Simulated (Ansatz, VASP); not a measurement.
# Li3ClO: VASP beside Ansatz, part 2 of 2

Wanted: the spread between two codes on one cell, functional and k mesh. The cell is generated by rule, not measured, and may not be a known phase. Of the first pair: The cell is taken from a series of runs on this material, whose earlier steps may have relaxed, scaled, displaced or heated it; both programs get it as it stands.

VASP 6.6.1 and Ansatz 0.2.0.

So far: Set-up; VASP: relaxation of cell and atoms, PBEsol, pair 1; Ansatz: relaxation of cell and atoms, PBEsol, pair 1; Comparison.

## 5. VASP: relaxation of cell and atoms, PBEsol, pair 2

Level of this step: PBEsol; plane waves and PAW (Cl, O, Li_sv); invented cell (VASP).

The relaxed volume is the usual yardstick between codes: in a stiff, nearly cubic crystal its relative difference is about their pressure difference at one cell divided by the bulk modulus. Its start cell is another than that of the pair before, and may be another structure of the material.

INCAR

```
SYSTEM = Li3ClO
PREC = Accurate
ENCUT = 750
EDIFF = 1E-07
NELM = 120
ISMEAR = 0
SIGMA = 0.1
LREAL = .FALSE.
ALGO = Normal
GGA = PS
NBANDS = 17
LORBIT = 11
LWAVE = .FALSE.
LCHARG = .FALSE.
ISIF = 3
IBRION = 2
NSW = 80
EDIFFG = -0.005
LASPH = .TRUE.
GGA_COMPAT = .FALSE.
NELMIN = 4
EFERMI = MIDGAP
KPAR = 2
```

POSCAR

```
Li3ClO
1.0
    3.8418582990      0.0000000000      0.0000000000
    0.0000000000      3.8418582990      0.0000000000
    0.0000000000      0.0000000000      3.8418582990
Cl O Li
1 1 3
Direct
    0.0000000000      0.0000000000      0.0000000000
    0.5000000000      0.5000000000      0.5000000000
    0.5000000000      0.5000000000      0.0000000000
    0.5000000000      0.0000000000      0.5000000000
    0.0000000000      0.5000000000      0.5000000000
```

KPOINTS

```
Automatic mesh
0
Gamma
4 4 4
0 0 0
```

The projector-augmented-wave data sets are Cl, O and Li_sv (PBE family, release 64).

On the command line:

```console
$ mpirun -np 2 vasp_std
```

Numbers of over 12 decimals in the logs are rounded to 6 here.

Output:

```text
[banner, memory and clock lines left out]
running    2 mpi-ranks, on    1 nodes
[...]
[... a notice as in an earlier step ...]

 LDA part: xc-table for (Slater+PW92), standard interpolation
 POSCAR, INCAR and KPOINTS ok, starting setup
[...]
entering main loop
       N       E                     dE             d eps       ncg     rms          rms(c)
DAV:   1     0.155148034369E+03    0.15515E+03   -0.12855E+04   340   0.174E+03
DAV:   2    -0.103462109175E+02   -0.16549E+03   -0.15911E+03   445   0.370E+02
DAV:   3    -0.257940179492E+02   -0.15448E+02   -0.15383E+02   652   0.819E+01
DAV:   4    -0.261296384511E+02   -0.33562E+00   -0.33538E+00   469   0.156E+01
[...]
DAV:  13    -0.223306709692E+02    0.41369E-05   -0.18568E-05   458   0.261E-02    0.947E-03
DAV:  14    -0.223306709648E+02    0.43933E-08   -0.24707E-06   425   0.961E-03    0.897E-04
DAV:  15    -0.223306709571E+02    0.76243E-08   -0.21653E-07   314   0.287E-03
   1 F= -.22330671E+02 E0= -.22330671E+02  d E =-.223307E+02
[...]
N       E                     dE             d eps       ncg     rms          rms(c)
DAV:   1    -0.223308174908E+02   -0.14653E-03   -0.21557E-03   342   0.340E-01    0.802E-02
DAV:   2    -0.223307068975E+02    0.11059E-03   -0.62192E-04   344   0.151E-01    0.257E-02
DAV:   3    -0.223306985215E+02    0.83760E-05   -0.47768E-05   422   0.472E-02    0.158E-02
DAV:   4    -0.223306971557E+02    0.13657E-05   -0.57616E-06   370   0.164E-02    0.955E-03
DAV:   5    -0.223306975573E+02   -0.40158E-06   -0.15544E-06   535   0.866E-03    0.156E-03
DAV:   6    -0.223306975553E+02    0.19891E-08   -0.47482E-07   319   0.440E-03
   2 F= -.22330698E+02 E0= -.22330698E+02  d E =-.265982E-04
 trial-energy change:   -0.000027  1 .order   -0.000027   -0.000037   -0.000018
 step:   1.9190(harm=  1.9190)  dis= 0.00000  next Energy=   -22.330706 (dE=-0.354E-04)
 reached required accuracy - stopping structural energy minimisation
```

Parts of OUTCAR (step 5):

```text
  Total       -0.0171017     -0.0171017     -0.0171017      0.0000000      0.0000000      0.0000000
  in kB       -0.4836999     -0.4836999     -0.4836999      0.0000000      0.0000000      0.0000000
  external PRESSURE =      -0.4836999 kB  Pullay stress =       0.0000000 kB

 POSITION                                       TOTAL-FORCE (eV/Angst)
 -----------------------------------------------------------------------------------
      0.00000      0.00000      0.00000         0.000000      0.000000      0.000000
      1.92027      1.92027      1.92027        -0.000000     -0.000000      0.000000
      1.92027      1.92027      0.00000         0.000000      0.000000      0.000000
      1.92027      0.00000      1.92027         0.000000     -0.000000      0.000000
     -0.00000      1.92027      1.92027        -0.000000     -0.000000      0.000000
 -----------------------------------------------------------------------------------
    total drift:                                0.000000      0.000000      0.000000

  FREE ENERGIE OF THE ION-ELECTRON SYSTEM (eV)
  ---------------------------------------------------
  free  energy   TOTEN  =       -22.3306975553 eV

  energy  without entropy=      -22.3306975553  energy(sigma->0) =      -22.33069756

[... 1 part as in an earlier step ...]

[... 3 further parts left out ...]
[key lines of the parts left out:]
E-fermi :   4.3577
```

## 6. Ansatz: relaxation of cell and atoms, PBEsol, pair 2

Its own start cell and the same functional, mesh and smearing now go to Ansatz, which takes its cutoff from its data sets.

The two relaxations start from unlike cells of this crystal (the structure described is Ansatz's start), so only their ends are compared.

input.yaml

```yaml
crystal:
  lattice:
    - [4.4064, 0.0, 0.0]
    - [0.0, 4.4064, 0.0]
    - [0.0, 0.0, 4.4064]
  atoms:
    - { symbol: Cl, position: [0.0, 0.0, 0.0] }
    - { symbol: O, position: [0.5, 0.5, 0.5] }
    - { symbol: Li, position: [0.5, 0.5, 0.0] }
    - { symbol: Li, position: [0.5, 0.0, 0.5] }
    - { symbol: Li, position: [0.0, 0.5, 0.5] }
kpoints:
  mp_grid: { grid: [4, 4, 4] }
hamiltonian:
  xc: pbesol
scf:
  occupations: { method: gaussian, width: 0.1 }
output:
  forces: true
  stress: true
  eigenvalues: true
relax:
  adjacent_minimum: "off"
  f_tol: 0.05
  max_steps: 80
  cell: { stress_tol: 0.5 }
```

On the command line:

```console
$ ansatz run input.yaml --threads 8 --pin off --max-ram 14336MiB --backend cpu --events-out ev --progress --plain --runs-dir out
```

Output:

```text
[...]
Crystal: 5 atoms, lattice volume = 85.556 Å³
Basis set: ecut = 420 eV, 1743 PW (Γ), exchange–correlation on 60×60×60 points (8 copies of the dense FFT grid, shifted against one another)
Bands: 16, of which v1, the nominal top of the filled ones, is band 11 counted from 1 (10 counted from 0)
Symmetry: 48 space group operations
[...]
k-points: 10 of 64
[...]
--- Relaxed structure (5 steps of the walk, 5 accepted, 1 SCFs on fresh bases) ---
[...]
cell:  # Å, volume = 56.7330 Å³
    - [3.842482, 0, 0]
    - [0, 3.842482, 0.0]
    - [0, 0.0, 3.842482]
  atoms:
    - { symbol: Cl, position: [0, 0, 0] }
    - { symbol: O, position: [0.500000, 0.500000, 0.500000] }
    - { symbol: Li, position: [0.500000, 0.500000, 0] }
    - { symbol: Li, position: [0.500000, 0, 0.500000] }
    - { symbol: Li, position: [0, 0.500000, 0.500000] }
[key lines of the parts left out:]
SCF converged after 5 iterations
Free energy (F): -2237.297448 eV
Fermi energy:    5.702942 eV
P = ⅓ Tr σ = -0.1191 GPa (-1.191 kbar)
```

## 7. Differences

The two programs side by side:

| quantity | Ansatz | VASP | difference |
| --- | --- | --- | --- |
| volume (Å³) | 56.73 | 56.65 | +0.15 % |
| edge a after relaxation, in the typed setting (Å) | 3.842 | 3.841 | +0.05 % |

## 8. Outcome

| Quantity | Value |
| --- | --- |
| difference in volume (relaxation of cell and atoms, PBEsol, pair 1) | -0.086 % |
| difference in volume (relaxation of cell and atoms, PBEsol, pair 2) | 0.15 % |

The difference in volume is 0.15 % (relaxation of cell and atoms, PBEsol, pair 2), within the 1.2 % picked in this series as the mark of a large difference, as far as the stopping tolerances let one tell. Such differences can come from data sets, numerical settings and the points named under the comparisons, not from the functional's error against experiment.

[Lines on the potential files, build, host, timing and source positions are cut from VASP's logs without a mark.]

[Logs are printed without paths, hosts, clocks, repeated set-up lines and the standing remarks that a program may print on its own settings, such as how far it seeks lower states.]

[Hosts, paths, dates, database ids (printed as entryN), source tags and the programs' standing remarks are cut or masked in the printed files.]
